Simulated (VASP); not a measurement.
Computed with PBE GGA, VASP's PBE PAW potentials (set 64) (plane waves; VASP).

VASP input:

File KPOINTS:
```
Automatic mesh
0
Gamma
8 8 5
0 0 0
```

File POSCAR:
```
HfO2
1
    3.5249300000     0.0000000000     0.0000000000
    0.0000000000     3.5249300000     0.0000000000
    0.0000000000     0.0000000000     5.1237620000
Hf O
2 4
Direct
  0.5000000000   0.5000000000   0.5000000000
  0.0000000000   0.0000000000   0.0000000000
  0.0000000000   0.5000000000   0.6972100000
  0.0000000000   0.5000000000   0.1972100000
  0.5000000000   0.0000000000   0.8027900000
  0.5000000000   0.0000000000   0.3027900000
```

INCAR:
```
ISIF = 2   ! forces and stress, cell fixed
GGA = PE
LASPH = .TRUE.   ! aspherical one-centre terms
SYSTEM = HfO2
LCHARG = .FALSE.
PREC = Accurate
ENCUT = 400
SIGMA = 0.01   ! width (eV)
ISMEAR = -1   ! Fermi-Dirac
ALGO = Normal   ! blocked Davidson
NELM = 100
LWAVE = .FALSE.
EDIFF = 1E-6   ! SCF stop (eV)
LMAXMIX = 6
LREAL = .FALSE.
```

POTCAR, in this order: Hf_pv O (PBE.64 set). Program: vasp_std.

### Question
What will the output report for the number of irreducible k-points (NKPTS), largest plane-wave count, number of space-group operations, FFT grid (NGX, NGY, NGZ)?

### Answer

The number of irreducible k-points (NKPTS) is 45. The largest plane-wave count is 1192 and the number of space-group operations is 16. The FFT grid (NGX, NGY, NGZ) comes out as 24 × 24 × 36.

The structure comes from a computed database's HfO2 entry; how it stands against other phases isn't given here. The cell was not relaxed at this level.
